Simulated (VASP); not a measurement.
Here is the system:

```
CELL_PARAMETERS angstrom
      1.13012    -1.95743     0.00000
      1.13012     1.95743     0.00000
      0.00000     0.00000     3.55096
ATOMIC_POSITIONS crystal
  Be 0.33333 0.66667 0.25000
  Be 0.66667 0.33333 0.75000
```

Calculation: PBEsol GGA, VASP's PBE PAW potentials (set 64) (plane waves; VASP). Run with 480 eV cut-off, 18×18×10 Γ-centred mesh, first-order Methfessel-Paxton smearing of 0.10 eV, potentials Be.

Energy and stress use the plane-wave basis of the starting cell.

**Question.** The ions, cell shape and volume at an external pressure of 5.0 GPa are relaxed. Give the cell that the relaxation ends in.

**Answer.** 
```
CELL_PARAMETERS angstrom
      1.11238    -1.92670     0.00000
      1.11238     1.92670     0.00000
      0.00000     0.00000     3.52595
ATOMIC_POSITIONS crystal
  Be 0.33333 0.66667 0.25000
  Be 0.66667 0.33333 0.75000
```
Space group P6_3/mmc (194), at a tolerance of 0.03 Å.

**Question.** How do energy and volume change from the first to the last step?

**Answer.** The energy (σ→0) changes by +4.3 meV/atom and the volume by -3.8 %, in 5 ionic steps.

The compound is Be in the hcp structure. This run relaxes it under an external pressure of 5 GPa. Symmetry was kept, so distortions that lower it aren't found.
